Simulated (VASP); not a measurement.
OSZICAR of a VASP run on HfB (relaxed from the zinc blende structure, space group F-43m):

OSZICAR:
```
       N       E                     dE             d eps       ncg     rms          rms(c)
DAV:   1     0.126574785091E+02    0.12657E+02   -0.65999E+03  1012   0.106E+03
DAV:   2    -0.158232269089E+02   -0.28481E+02   -0.27578E+02  1216   0.159E+02
DAV:   3    -0.170724337953E+02   -0.12492E+01   -0.11994E+01  1198   0.247E+01
DAV:   4    -0.171002443145E+02   -0.27811E-01   -0.27382E-01  1330   0.367E+00
DAV:   5    -0.171008771255E+02   -0.63281E-03   -0.63041E-03  1316   0.366E-01    0.265E+01
DAV:   6    -0.146125648345E+02    0.24883E+01   -0.13179E+01  1028   0.161E+01    0.175E+01
DAV:   7    -0.146009269491E+02    0.11638E-01   -0.56905E-01  1194   0.528E+00    0.944E+00
DAV:   8    -0.145953605063E+02    0.55664E-02   -0.37836E-02  1200   0.131E+00    0.296E-01
DAV:   9    -0.145949436481E+02    0.41686E-03   -0.18205E-03  1102   0.289E-01    0.143E-01
DAV:  10    -0.145949451730E+02   -0.15249E-05   -0.76497E-04  1062   0.178E-01    0.435E-02
DAV:  11    -0.145949258284E+02    0.19345E-04   -0.10080E-04  1120   0.686E-02    0.143E-02
DAV:  12    -0.145949259935E+02   -0.16512E-06   -0.76738E-06  1398   0.196E-02
   1 F= -.14594926E+02 E0= -.14595767E+02  d E =-.145949E+02
       N       E                     dE             d eps       ncg     rms          rms(c)
DAV:   1    -0.325457938752E+02   -0.17951E+02   -0.41426E+02   940   0.204E+02    0.392E+01
DAV:   2    -0.199442303389E+02    0.12602E+02   -0.16252E+01   964   0.408E+01    0.172E+01
DAV:   3    -0.161737971443E+02    0.37704E+01   -0.12419E+01   958   0.318E+01    0.117E+01
DAV:   4    -0.161502606921E+02    0.23536E-01   -0.22880E-01  1070   0.541E+00    0.957E+00
DAV:   5    -0.160968857068E+02    0.53375E-01   -0.23243E-01  1012   0.264E+00    0.541E-01
DAV:   6    -0.160927512676E+02    0.41344E-02   -0.20450E-02   980   0.797E-01    0.233E-01
DAV:   7    -0.160927316339E+02    0.19634E-04   -0.95077E-04  1118   0.217E-01    0.162E-01
DAV:   8    -0.160927522430E+02   -0.20609E-04   -0.27262E-05  1024   0.573E-02    0.626E-02
DAV:   9    -0.160927423988E+02    0.98442E-05   -0.35672E-05  1012   0.421E-02    0.108E-02
DAV:  10    -0.160927422734E+02    0.12539E-06   -0.72797E-07   544   0.952E-03
   2 F= -.16092742E+02 E0= -.16092727E+02  d E =-.149782E+01
       N       E                     dE             d eps       ncg     rms          rms(c)
DAV:   1    -0.171568807564E+02   -0.10641E+01   -0.21313E+01   944   0.447E+01    0.985E+00
DAV:   2    -0.165000215687E+02    0.65686E+00   -0.12538E+00   942   0.108E+01    0.422E+00
DAV:   3    -0.163245866482E+02    0.17543E+00   -0.56395E-01  1018   0.621E+00    0.370E+00
DAV:   4    -0.163230474744E+02    0.15392E-02   -0.79358E-03  1112   0.975E-01    0.322E+00
DAV:   5    -0.163194175757E+02    0.36299E-02   -0.22754E-02  1004   0.768E-01    0.517E-01
DAV:   6    -0.163190322878E+02    0.38529E-03   -0.14188E-03   992   0.219E-01    0.485E-01
DAV:   7    -0.163190030874E+02    0.29200E-04   -0.23870E-04  1126   0.948E-02    0.556E-02
DAV:   8    -0.163190067734E+02   -0.36860E-05   -0.19294E-05  1022   0.379E-02    0.271E-02
DAV:   9    -0.163190021580E+02    0.46155E-05   -0.24329E-05  1008   0.323E-02    0.638E-03
DAV:  10    -0.163190022423E+02   -0.84313E-07   -0.38584E-07   484   0.673E-03
   3 F= -.16319002E+02 E0= -.16318943E+02  d E =-.172408E+01
```

Which electronic solver shows in the log?

It is blocked Davidson (ALGO = Normal, or the opening steps of other solvers). The INCAR had ALGO = Normal.

Can the final energy be trusted as converged?

Self-consistency was reached. It stopped with EDIFF = 1E-6, NELM = 100, NSW = 60 and EDIFFG = -0.01 after 3 ionic steps (PBEsol GGA, plane waves, VASP's PBE PAW potentials (set 64)). Energy and stress use the plane-wave basis of the starting cell.

The structure was generated: HfB was put into the zinc blende type (F-43m), which need not be its known phase. This run relaxes it. Symmetry was kept, so distortions that lower it aren't found. The electron count is odd and the run is not spin-polarised, which forces a metal.
